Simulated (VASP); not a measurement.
Given:

```xyz
2
Lattice="0.0000 2.5715 2.5715 2.5715 0.0000 2.5715 2.5715 2.5715 0.0000" Properties=species:S:1:pos:R:3 pbc="T T T"
Be     5.1431     5.1431     5.1431
Se     1.2858     1.2858     1.2858
```

These are PBE GGA with D3 dispersion (zero damping), VASP's PBE PAW potentials (set 64) (plane waves; VASP 6.6.1) values and carry that method's errors. Settings: 520 eV cut-off, Gaussian smearing of 0.050 eV, potentials Be Se.

Q: Predict the band gap (along the path) with the smallest direct gap where there is one.

A: 
```yaml
band gap (along the path): 2.62 eV
smallest direct gap (along the path): 4.37 eV
```

The compound is BeSe in the zinc blende structure. It was relaxed first.
